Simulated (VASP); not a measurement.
The input files of a VASP run:

KPOINTS:
```
K-points
0
Gamma
  4 4 4
0 0 0
```

INCAR:
```
ALGO  =  Normal
EDIFF  =  1E-6
EDIFFG  =  -0.02
ENCUT  =  400
IBRION  =  2
ISIF  =  3
ISMEAR  =  0
LASPH  =  T
LCHARG  =  F
LMAXMIX  =  6
LMIXTAU  =  T
LREAL  =  F
LWAVE  =  F
METAGGA  =  R2SCAN
NELM  =  100
NSW  =  60
PREC  =  Accurate
SIGMA  =  0.05
SYSTEM  =  SiOs
```

File POSCAR:
```
SiOs
1.0
  4.7482942935   0.0000000000   0.0000000000
  0.0000000000   4.7482942935   0.0000000000
  0.0000000000   0.0000000000   4.7482942935
Si Os
4 4
Cartesian
  0.7750233671   1.5991237797   3.1491705138
  1.5991237797   3.1491705138   0.7750233671
  3.1491705138   0.7750233671   1.5991237797
  3.9732709264   3.9732709264   3.9732709264
  4.1509748128   2.9714666274   1.7768276661
  2.9714666274   1.7768276661   4.1509748128
  1.7768276661   4.1509748128   2.9714666274
  0.5973194807   0.5973194807   0.5973194807
```

POTCAR, in this order: Si Os (PBE.64 set). Program: vasp_std.

**Question.** Translate this r2SCAN calculation to Ansatz.

**Answer.** One equivalent input (not run):
Ansatz 0.2 input:
```yaml
crystal:
  lattice:
    - [4.7482943, 0.0000000, 0.0000000]
    - [0.0000000, 4.7482943, 0.0000000]
    - [0.0000000, 0.0000000, 4.7482943]
  atoms:
    - { symbol: Si, position: [0.1632214, 0.3367786, 0.6632214] }
    - { symbol: Si, position: [0.3367786, 0.6632214, 0.1632214] }
    - { symbol: Si, position: [0.6632214, 0.1632214, 0.3367786] }
    - { symbol: Si, position: [0.8367786, 0.8367786, 0.8367786] }
    - { symbol: Os, position: [0.8742034, 0.6257966, 0.3742034] }
    - { symbol: Os, position: [0.6257966, 0.3742034, 0.8742034] }
    - { symbol: Os, position: [0.3742034, 0.8742034, 0.6257966] }
    - { symbol: Os, position: [0.1257966, 0.1257966, 0.1257966] }
kpoints:
  mp_grid: { grid: [4, 4, 4] }
hamiltonian:
  xc: r2scan
  pseudopotentials: { kind: paw }
scf:
  occupations: { method: gaussian, width: 0.05 }
  max_iter: 100
relax:
  max_steps: 60
  f_tol: 0.02
  cell: {}
output: { forces: true, stress: true, eigenvalues: true }
```
What does not carry over: each code has its own PAW files, so the cut-off isn't converted (ENCUT is set for VASP's; basis.ecutwfc is left out, and Ansatz then takes the one that its files recommend); Ansatz stops its SCF on the density residual and VASP on the energy change (EDIFF).

The structure comes from a computed database's SiOs entry (P2_13); how it stands against other phases isn't given here. This run relaxes it. Symmetry was kept, so distortions that lower it aren't found. The start is the result of an earlier pass.
